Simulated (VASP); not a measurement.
VASP ran on this input.

### KPOINTS
```
Automatic mesh
0
Gamma
8 8 8
0 0 0
```

INCAR:
```
SYSTEM = KCl
PREC = Accurate
ENCUT = 480
EDIFF = 1E-7
NELM = 100
ALGO = Normal
LREAL = .FALSE.
LASPH = .TRUE.
ISMEAR = 0
SIGMA = 0.05
METAGGA = R2SCAN
LMIXTAU = .TRUE.
LWAVE = .FALSE.
LCHARG = .FALSE.
ISIF = 3
IBRION = 2
NSW = 40
EDIFFG = -0.01
PSTRESS = 100
```

File POSCAR:
```
KCl
1.0
  0.0000000000   3.1450000000   3.1450000000
  3.1450000000   0.0000000000   3.1450000000
  3.1450000000   3.1450000000   0.0000000000
K Cl
1 1
Cartesian
  0.0000000000   0.0000000000   0.0000000000
  3.1450000000   3.1450000000   3.1450000000
```

POTCAR, in this order: K_sv Cl (PBE.64 set). Program: vasp_std.

Problem. Write an equivalent input for Ansatz.

Solution. One equivalent input (not run):
Ansatz 0.2 input:
```yaml
crystal:
  lattice:
    - [0.0000000, 3.1450000, 3.1450000]
    - [3.1450000, 0.0000000, 3.1450000]
    - [3.1450000, 3.1450000, 0.0000000]
  atoms:
    - { symbol: K, position: [0.0000000, 0.0000000, 0.0000000] }
    - { symbol: Cl, position: [0.5000000, 0.5000000, 0.5000000] }
kpoints:
  mp_grid: { grid: [8, 8, 8] }
hamiltonian:
  xc: r2scan
  pseudopotentials: { kind: paw }
scf:
  occupations: { method: gaussian, width: 0.05 }
  max_iter: 100
relax:
  max_steps: 40
  f_tol: 0.01
  cell: { p_target: 10 }
output: { forces: true, stress: true, eigenvalues: true }
```
What does not carry over: each code has its own PAW files, so the cut-off isn't converted (ENCUT is set for VASP's; basis.ecutwfc is left out, and Ansatz then takes the one that its files recommend); Ansatz stops its SCF on the density residual and VASP on the energy change (EDIFF).

The compound is KCl in the rock salt structure. This run relaxes it under an external pressure of 10 GPa. Symmetry was kept, so distortions that lower it aren't found.
